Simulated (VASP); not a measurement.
```yaml
crystal:
  lattice:
    - [1.91940, -3.32450, 0.00000]
    - [1.91940, 3.32450, 0.00000]
    - [0.00000, 0.00000, 6.29547]
  atoms:
    - { symbol: Zn, position: [0.66667, 0.33333, 0.50024] }
    - { symbol: Zn, position: [0.33333, 0.66667, 0.00024] }
    - { symbol: S, position: [0.66667, 0.33333, 0.87476] }
    - { symbol: S, position: [0.33333, 0.66667, 0.37476] }
```

All values below come from optB88-vdW, VASP's PBE PAW potentials (set 64) (plane waves; VASP 6.6.1). Numerical set-up: 520 eV cut-off, Gaussian smearing of 0.050 eV, potentials Zn S.

What does the run give for the band gap (along the path) with the smallest direct gap where there is one?

The band gap (along the path) is 2.02 eV and the smallest direct gap (along the path) is 2.02 eV.

The compound is ZnS in the wurtzite structure, the high-temperature form. It was relaxed first.
